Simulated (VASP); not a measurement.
Input for VASP

File POSCAR:
```
GaAs
1
    0.0000000000     2.8972280000     2.8972280000
    2.8972280000     0.0000000000     2.8972280000
    2.8972280000     2.8972280000     0.0000000000
Ga As
1 1
Direct
  0.0000000000   0.0000000000   0.0000000000
  0.2500000000   0.2500000000   0.2500000000
```

File KPOINTS:
```
Automatic mesh
0
Gamma
8 8 8
0 0 0
```

**INCAR**
```
SYSTEM = GaAs
PREC = Accurate
ENCUT = 210
EDIFF = 1E-6
NELM = 100
ALGO = Normal
LREAL = .FALSE.
LASPH = .TRUE.
ISMEAR = -1
SIGMA = 0.1
LMAXMIX = 4
LWAVE = .FALSE.
LCHARG = .FALSE.
ISIF = 2
```

POTCAR, in this order: Ga_d As (LDA.64 set). Program: vasp_std.

Write an equivalent input for Quantum ESPRESSO's pw.x.

One equivalent input (not run):
```
&CONTROL
  calculation = 'scf'
  pseudo_dir = './pseudo'
  outdir = './out'
  tprnfor = .true.
  tstress = .true.
/
&SYSTEM
  ibrav = 0
  nat = 2
  ntyp = 2
  ecutwfc = 80
  occupations = 'smearing'
  smearing = 'fermi-dirac'
  degauss = 0.00735
  input_dft = 'pz'
/
&ELECTRONS
  conv_thr = 7.3e-08
  electron_maxstep = 100
/
ATOMIC_SPECIES
  Ga 69.723 Ga.upf
  As 74.922 As.upf
CELL_PARAMETERS angstrom
     0.0000000    2.8972280    2.8972280
     2.8972280    0.0000000    2.8972280
     2.8972280    2.8972280    0.0000000
ATOMIC_POSITIONS crystal
  Ga   0.0000000  0.0000000  0.0000000
  As   0.2500000  0.2500000  0.2500000
K_POINTS automatic
  8 8 8 0 0 0
```
Limits of the translation: the potentials are each code's own (VASP's PAW set, PseudoDojo norm-conserving files in pw.x), so ENCUT and ecutwfc are chosen apart and not converted; conv_thr bounds pw.x's estimated SCF error, while EDIFF bounds the energy change between steps.

The structure comes from a computed database's GaAs entry; how it stands against other phases isn't given here. The cell was not relaxed at this level. The run is one of a series of settings (ENCUT = 210, GGA removed, KPOINTS 8×8×8 Γ-centred mesh, POTCAR Ga_d As (LDA.64 set) against the base run), some of them coarse on purpose.
